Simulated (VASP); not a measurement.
Data:

```xyz
3
Lattice="0.0000 3.0212 3.0212 3.0212 0.0000 3.0212 3.0212 3.0212 0.0000" Properties=species:S:1:pos:R:3 pbc="T T T"
Al     1.5106     1.5106     1.5106
Al     4.5318     4.5318     4.5318
Pt     0.0000     0.0000     0.0000
```

Computed with PBE GGA, VASP's PBE PAW potentials (set 64) (plane waves; VASP). Run with 300 eV cut-off, 13×13×13 Γ-centred mesh, Fermi-Dirac smearing of 0.14 eV, potentials Al Pt.

At this cut-off the stress carries a Pulay error, which pulls relaxed volumes low.

Question: Give the stress tensor in GPa (positive for a compressed cell).

Answer: 
```
-5.87   0.00   0.00
 0.00  -5.87   0.00
 0.00   0.00  -5.87
```
The pressure is its mean diagonal, -5.87 GPa.

The structure is a typed PtAl2 crystal. The cell was not relaxed at this level.
